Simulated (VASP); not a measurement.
Here is the system:

```
AgI
1.0
    2.19769    -3.80651     0.00000
    2.19769     3.80651     0.00000
    0.00000     0.00000     7.18237
Ag I
2 2
Direct
  0.66667   0.33333   0.50001
  0.33333   0.66667   0.00001
  0.66667   0.33333   0.87499
  0.33333   0.66667   0.37499
```

Calculation: PBEsol GGA, VASP's PBE PAW potentials (set 64) (plane waves; VASP 6.6.1). Run with 500 eV cut-off, 6×6×3 Γ-centred mesh, Gaussian smearing of 0.050 eV, potentials Ag I.

Unless said otherwise, spin-orbit coupling is left out, though it shifts the bands of the heavy elements here.

Q: Predict the energy per atom (σ→0), pressure, band gap (on the k-mesh) with the smallest direct gap where there is one.

A: 
The band gap (on the k-mesh) is 1.24 eV, the smallest direct gap (on the k-mesh) is 1.24 eV and the energy per atom (σ→0) comes out as -2.678 eV/atom. The pressure is 5.01 GPa.

Only differences to runs with the same potentials and settings are physical.

The compound is AgI in the wurtzite structure. It was relaxed first under an external pressure of 5 GPa.
